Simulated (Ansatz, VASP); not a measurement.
# Cross-check of BaAl6Si7O24 (aluminosilicate glass) between VASP and Ansatz, part 2 of 2

Aim: how closely do two programs agree when they are given the same cell, functional and k mesh? Of the first pair: The structure shown is the start of the Ansatz relaxation below; VASP solves that cell, so the two are compared at the walk's first step.

VASP 6.6.1 and Ansatz 0.2.0.

So far: Set-up; Ansatz: relaxation, PBE; VASP: single point, PBE, start cell, pair 1.

## 4. Differences

Known differences besides the potentials themselves: the cutoff is 420 eV in Ansatz and 520 eV in VASP (PREC = Accurate, projectors in real space). Total energies have different zeros and are not compared.

Forces on 10 of the 38 atoms, those with the largest forces and the largest differences (eV/Å; atoms numbered as in POSCAR):

```csv
atom,"Ansatz x, y, z","VASP x, y, z"
Si3,"-1.209, -0.616, 0.463","-1.168, -0.568, 0.437"
Si4,"-1.822, -1.723, -4.788","-1.776, -1.708, -4.810"
Si5,"-1.943, 1.990, 0.559","-2.021, 1.999, 0.583"
Al12,"3.106, 1.298, -0.992","3.117, 1.302, -0.985"
O18,"-3.084, 0.758, -1.695","-3.117, 0.776, -1.692"
O29,"-2.727, 1.552, -0.448","-2.761, 1.597, -0.420"
O30,"-1.826, -0.276, 1.743","-1.877, -0.292, 1.794"
O34,"3.037, -0.753, 0.321","3.056, -0.777, 0.322"
O35,"-1.222, 0.877, -3.058","-1.221, 0.887, -3.081"
O38,"2.345, -4.450, -0.878","2.385, -4.478, -0.903"
```

The forces differ by 25 meV/Å r.m.s., which is 1.7 % of the r.m.s. force of 1.470 eV/Å (both taken over all components).

## 5. Ansatz: relaxation, PBE

This run makes the geometry at which the two programs are then compared. The cell compared in this pair holds 560.09 Å³, against 533.52 Å³ for the pair before.

The structure compared here is the end of the Ansatz relaxation.

input.yaml reads:

```yaml
crystal:
  lattice:
    - [8.1105692763, 0.0, 0.0]
    - [0.0, 8.1105692763, 0.0]
    - [0.0, 0.0, 8.1105692763]
  atoms:
    - { symbol: Si, position: [0.001579, 0.957651, 0.826022] }
    - { symbol: Si, position: [0.684855, 0.358876, 0.721543] }
    - { symbol: Si, position: [0.062243, 0.447665, 0.204318] }
    - { symbol: Si, position: [0.498505, 0.802284, 0.481398] }
    - { symbol: Si, position: [0.868017, 0.935699, 0.476783] }
    - { symbol: Si, position: [0.007881, 0.560865, 0.831497] }
    - { symbol: Si, position: [0.548503, 0.236121, 0.045192] }
    - { symbol: Al, position: [0.410316, 0.587743, 0.163579] }
    - { symbol: Al, position: [0.322783, 0.915709, 0.990544] }
    - { symbol: Al, position: [0.390163, 0.607815, 0.789078] }
    - { symbol: Al, position: [0.162277, 0.784743, 0.319912] }
    - { symbol: Al, position: [0.775985, 0.26941, 0.369135] }
    - { symbol: Al, position: [0.041228, 0.079031, 0.150405] }
    - { symbol: Ba, position: [0.295555, 0.203874, 0.563047] }
    - { symbol: O, position: [0.440218, 0.0699, 0.059102] }
    - { symbol: O, position: [0.910156, 0.070688, 0.328802] }
    - { symbol: O, position: [0.202764, 0.585041, 0.249986] }
    - { symbol: O, position: [0.942425, 0.064092, 0.976643] }
    - { symbol: O, position: [0.63871, 0.233855, 0.870434] }
    - { symbol: O, position: [0.675872, 0.882503, 0.483065] }
    - { symbol: O, position: [0.200743, 0.99969, 0.826727] }
    - { symbol: O, position: [0.437013, 0.767528, 0.656038] }
    - { symbol: O, position: [0.66008, 0.264449, 0.204468] }
    - { symbol: O, position: [0.859257, 0.461006, 0.744622] }
    - { symbol: O, position: [0.506601, 0.654786, 0.331449] }
    - { symbol: O, position: [0.18162, 0.535182, 0.750687] }
    - { symbol: O, position: [0.330312, 0.894489, 0.399298] }
    - { symbol: O, position: [0.43913, 0.403365, 0.056642] }
    - { symbol: O, position: [0.533034, 0.471687, 0.71376] }
    - { symbol: O, position: [0.919776, 0.44218, 0.336088] }
    - { symbol: O, position: [0.689024, 0.257766, 0.556995] }
    - { symbol: O, position: [0.981246, 0.764204, 0.841337] }
    - { symbol: O, position: [0.152927, 0.900741, 0.139402] }
    - { symbol: O, position: [0.119672, 0.262756, 0.203355] }
    - { symbol: O, position: [0.016779, 0.500693, 0.02589] }
    - { symbol: O, position: [0.929252, 0.012671, 0.650493] }
    - { symbol: O, position: [0.390276, 0.721884, 0.97671] }
    - { symbol: O, position: [0.995113, 0.805799, 0.44192] }
  symmetry: { detect: false }
kpoints:
  mp_grid: { grid: [2, 2, 2] }
scf:
  occupations: { method: fermi_dirac, width: 0.05 }
hamiltonian:
  xc: pbe
  pseudopotentials: { kind: paw, azcp: { folder: soft_1 } }
output:
  forces: true
  stress: true
relax:
  f_tol: 0.04
  max_steps: 100
  escape_saddle: false
  cell: { stress_tol: 0.4, fix: [] }
```

Launch:

```bash
> ansatz run input.yaml --threads 4 --pin off --max-ram 14336MiB --backend cpu --events-out ev --progress --plain --runs-dir out
```

Numbers of over 12 decimals in the logs are rounded to 6 here.

The log of the run:

```text
[...]
Crystal: 38 atoms, lattice volume = 533.524 Å³
Basis set: ecut = 420 eV, 10395 PW (Γ), exchange–correlation on 120×120×120 points (8 copies of the dense FFT grid, shifted against one another)
Bands: 138, of which v1, the nominal top of the filled ones, is band 100 counted from 1 (99 counted from 0)
Symmetry: 1 space group operations
k-points: 8
[...]
- { symbol: O, position: [0.666214, 0.915113, 0.466879] }
    - { symbol: O, position: [0.190371, 0.950555, 0.822715] }
    - { symbol: O, position: [0.472066, 0.762674, 0.664486] }
[...]
- { symbol: O, position: [-0.021891, 0.529851, 0.019973] }
    - { symbol: O, position: [0.925765, 0.013578, 0.659267] }
    - { symbol: O, position: [0.398228, 0.724396, 0.996898] }
    - { symbol: O, position: [0.971654, 0.804869, 0.408767] }
[key lines of the parts left out:]
SCF converged after 4 iterations
Free energy (F): -27292.212068 eV
Fermi energy:    4.582935 eV
P = ⅓ Tr σ = 0.0138 GPa (0.138 kbar)
```

## 6. VASP: single point, PBE, relaxed cell, pair 2

The same cell, functional, mesh and smearing now go to VASP, with its own data sets.

INCAR reads:

```
SYSTEM = BaAl6Si7O24
PREC = Accurate
ENCUT = 600
EDIFF = 1E-06
NELM = 120
ISMEAR = -1
SIGMA = 0.05
LREAL = Auto
ALGO = Normal
GGA = PE
NBANDS = 128
LORBIT = 11
LWAVE = .FALSE.
LCHARG = .FALSE.
ISIF = 2
LASPH = .TRUE.
GGA_COMPAT = .FALSE.
EFERMI = MIDGAP
KPAR = 4
```

POSCAR reads:

```
BaAl6Si7O24
1.0
    8.1565555328     -0.2219692577      0.1453140355
   -0.2219692577      8.4011240735     -0.2869281967
    0.1453140355     -0.2869281967      8.1915967704
Si Al Ba O
7 6 1 24
Direct
    0.9874890542      0.9307745815      0.8224288086
    0.7028479584      0.3662331752      0.7323997838
    0.0393490758      0.4544287431      0.1842346746
    0.5016370864      0.7923405281      0.4732651814
    0.8632198409      0.9502401149      0.4764109695
    0.0096880272      0.5645530943      0.8270061125
    0.5552228981      0.2464504431      0.0460244348
    0.4085953215      0.5858595693      0.1616121659
    0.3173473617      0.9217543349      0.9906279490
    0.4025823949      0.6155827663      0.7920846914
    0.1661557905      0.8017912513      0.3223502699
    0.7700840046      0.2719339870      0.3669449827
    0.0241011489      0.0878272142      0.1541393042
    0.3595042783      0.1568046644      0.6479892876
    0.4445096072      0.0912695759      0.9717652926
    0.9082812268      0.0999126590      0.3512752118
    0.1935201244      0.5933525371      0.2452851166
    0.9107063608      0.0173280397      0.9868780633
    0.6958414403      0.2689825520      0.8980043858
    0.6662140982      0.9151128948      0.4668793151
    0.1903705325      0.9505548880      0.8227151782
    0.4720662770      0.7626735985      0.6644860397
    0.6292682486      0.2152936718      0.2191651051
    0.8869684468      0.4476888430      0.7141972411
    0.5183577395      0.6463931722      0.3348515131
    0.1986875828      0.5373924708      0.7665556720
    0.3373061904      0.8881412671      0.4292042932
    0.4481601048      0.4053415340      0.0646438618
    0.5363146305      0.4645334923      0.7397994679
    0.8957687320      0.4395584823      0.3232731262
    0.6777786665      0.2529329694      0.5625545238
    0.9412689729      0.7403501842      0.8051063400
    0.1746219653      0.9380146802      0.1624372275
    0.1142995092      0.2803448953      0.1448647527
    0.9781090498      0.5298514306      0.0199732645
    0.9257651645      0.0135777205      0.6592666527
    0.3982275707      0.7243955032      0.9968982460
    0.9716535169      0.8048694705      0.4087674933
```

KPOINTS reads:

```
Automatic mesh
0
Gamma
2 2 2
0 0 0
```

The projector-augmented-wave data sets are Si, Al, Ba_sv and O (PBE family, release 64).

Launch:

```bash
> mpirun -np 4 vasp_std
```

The log of the run:

```text
[... set-up lines as in an earlier step ...]
 entering main loop
       N       E                     dE             d eps       ncg     rms          rms(c)
DAV:   1     0.143461434019E+04    0.14346E+04   -0.10882E+05  2048   0.159E+03
DAV:   2    -0.195057003314E+03   -0.16297E+04   -0.15859E+04  2552   0.338E+02
DAV:   3    -0.328888464345E+03   -0.13383E+03   -0.13312E+03  2456   0.103E+02
DAV:   4    -0.331578910541E+03   -0.26904E+01   -0.26822E+01  2584   0.145E+01
[...]
DAV:  15    -0.289507071600E+03   -0.71364E-05   -0.49697E-05  2328   0.279E-02    0.173E-02
DAV:  16    -0.289507074031E+03   -0.24306E-05   -0.18908E-05  2184   0.145E-02    0.544E-03
DAV:  17    -0.289507073772E+03    0.25840E-06   -0.41129E-06  2264   0.868E-03
   1 F= -.28950707E+03 E0= -.28950707E+03  d E =-.419293E-19
```

From OUTCAR (step 6):

```text
  Total       -0.2931185     -0.2480649     -0.2035535      0.0944823     -0.0899387     -0.0851392
  in kB       -0.8384880     -0.7096088     -0.5822805      0.2702740     -0.2572767     -0.2435473
  external PRESSURE =      -0.7101258 kB  Pullay stress =       0.0000000 kB

 POSITION                                       TOTAL-FORCE (eV/Angst)
 -----------------------------------------------------------------------------------
      7.96742      7.36438      6.61344        -0.019716      0.006808     -0.048280
      5.75795      2.71061      5.99657         0.021822     -0.008358     -0.046528
      0.24686      3.75612      1.38451         0.019545      0.060846      0.010372
      3.98453      6.40941      3.72235         0.036969      0.039445     -0.006356
      6.89921      7.65478      3.75535        -0.051718      0.043152      0.009273
      0.07388      4.50344      6.61392        -0.031987     -0.003832     -0.010915
      4.48069      1.93401      0.38698        -0.001015     -0.037966     -0.005796
      3.22617      4.78481      1.21514         0.003894     -0.004765     -0.006468
      2.52781      7.38909      7.89646         0.010359      0.014466     -0.015281
      3.26215      4.85495      6.37031         0.014503     -0.011460     -0.005810
      1.22413      6.60657      2.43465         0.008320     -0.020938     -0.006435
      6.27419      2.00833      3.03974        -0.018378     -0.002676      0.025089
      0.19949      0.68827      1.24095         0.000446     -0.001686      0.022732
      2.99167      1.05161      5.31532        -0.042567      0.096327     -0.072450
[...]
-----------------------------------------------------------------------------------
    total drift:                               -0.014668     -0.004791     -0.001041

  FREE ENERGIE OF THE ION-ELECTRON SYSTEM (eV)
  ---------------------------------------------------
  free  energy   TOTEN  =      -289.5070737722 eV

  energy  without entropy=     -289.5070737722  energy(sigma->0) =     -289.50707377

[... 1 part as in an earlier step ...]

[... 2 further parts left out ...]
[key lines of the parts left out:]
E-fermi :   3.0055
```

The run ends at a pressure of -0.07 GPa, with forces up to 0.13 eV/Å.

## 7. Differences

What differs besides the data sets and the points named for the pairs above, as far as they apply: the cutoff is 420 eV in Ansatz and 600 eV in VASP (PREC = Accurate, projectors in real space); Ansatz's pressure holds a Pulay correction, VASP's none. Total energies have different zeros and are not compared.

Both answers:

```csv
quantity,Ansatz,VASP,difference
pressure (GPa),0.01,-0.07,+0.08
gap on the k mesh (eV),4.414,4.402,+0.012
```

Forces on 7 of the 38 atoms, those with the largest forces and the largest differences (eV/Å; atoms numbered as in POSCAR):

```csv
atom,"Ansatz x, y, z","VASP x, y, z"
Si3,"-0.002, 0.003, 0.009","0.020, 0.061, 0.010"
Si5,"-0.011, 0.002, 0.005","-0.052, 0.043, 0.009"
Ba14,"0.004, 0.010, -0.001","-0.043, 0.096, -0.072"
O21,"-0.012, -0.005, 0.007","-0.045, -0.080, 0.081"
O27,"0.001, 0.004, 0.000","-0.024, -0.035, -0.042"
O29,"0.002, -0.003, 0.003","-0.012, 0.050, 0.027"
O31,"0.002, 0.003, 0.008","0.066, 0.013, -0.037"
```

The forces differ by 27 meV/Å r.m.s., where the r.m.s. force is 0.005 eV/Å in Ansatz and 0.028 eV/Å in VASP: the atoms lie near their places of rest in Ansatz, so a percentage would say little (all taken over all components). A gap on the mesh is an upper bound, since the band edges may lie between its points.

## 8. Summary of results

| Property | Result |
| --- | --- |
| r.m.s. force difference (single point, PBE, start cell, pair 1) | 1.7 % of the r.m.s. force |
| r.m.s. force difference (single point, PBE, relaxed cell, pair 2) | 27 meV/Å |

**Reading.** The r.m.s. force difference is 27 meV/Å (single point, PBE, relaxed cell, pair 2), beyond the 12 meV/Å picked in this series as the mark of a large difference. What causes the difference of the single point, PBE, relaxed cell, pair 2 pair stays open here. How closely two codes agree says nothing of how well the functional describes the real material.

[Lines on the potential files, build, host, timing and source positions are cut from VASP's logs without a mark.]

[Logs are printed without paths, hosts, clocks, repeated set-up lines and the standing remarks that a program may print on its own settings, such as how far it seeks lower states.]

[Hosts, paths, dates, database ids (printed as entryN), source tags and the programs' standing remarks are cut or masked in the printed files.]
